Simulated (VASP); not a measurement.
Consider the following.

```
Te
1.0
    2.36534    -4.02773     0.00000
    2.24555     3.95857     0.00000
    0.00000     0.00000     5.91438
Te
3
Direct
  0.00000   0.25445   0.66667
  0.74555   0.74555   0.00000
  0.25445   0.00000   0.33333
```

These are r2SCAN meta-GGA, VASP's PBE PAW potentials (set 64) (plane waves; VASP 6.6.1) values and carry that method's errors. Numerical set-up: 480 eV cut-off, 6×6×4 Γ-centred mesh, Gaussian smearing of 0.050 eV, potentials Te.

Problem. Give the force on each atom (eV/Å).

Solution. 
```csv
atom,Fx,Fy,Fz
Te1,0.079,0.048,-0.049
Te2,-0.007,-0.087,0.096
Te3,-0.072,0.039,-0.047
```

Problem. Give the stress tensor in GPa (positive for a compressed cell).

Solution. 
```
 0.03   0.48  -0.62
 0.48   0.03  -0.02
-0.62  -0.02  -0.01
```
The pressure is its mean diagonal, 0.02 GPa.

The compound is Te in the trig structure. This cell was strained or had an atom moved on purpose.
